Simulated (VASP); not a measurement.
```
TiC
1.0
    0.00000     2.11721     2.11721
    2.11721     0.00000     2.11721
    2.11721     2.11721     0.00000
Ti C
1 1
Direct
  0.00000   0.00000   0.00000
  0.50000   0.50000   0.50000
```

Method: PBE GGA, VASP's PBE PAW potentials (set 64) (plane waves; VASP 6.6.1). Run with 620 eV cut-off, 15×15×15 Γ-centred mesh, first-order Methfessel-Paxton smearing of 0.10 eV, potentials Ti_sv C.

Energy and stress use the plane-wave basis of the starting cell.

### Question
The ions, cell shape and volume at an external pressure of 30.0 GPa are relaxed. What does this cell relax into?

### Answer

```
TiC
1.0
    0.00000     2.09682     2.09682
    2.09682     0.00000     2.09682
    2.09682     2.09682     0.00000
Ti C
1 1
Direct
  0.00000   0.00000   0.00000
  0.50000   0.50000   0.50000
```
Space group Fm-3m (225), at a tolerance of 0.03 Å.

### Question
How do energy and volume change from the first to the last step?

### Answer
The energy (σ→0) changes by +41.8 meV/atom and the volume by -2.9 %, in 3 ionic steps.

The compound is TiC in the rock salt structure. This run relaxes it under an external pressure of 30 GPa. Symmetry was kept, so distortions that lower it aren't found.
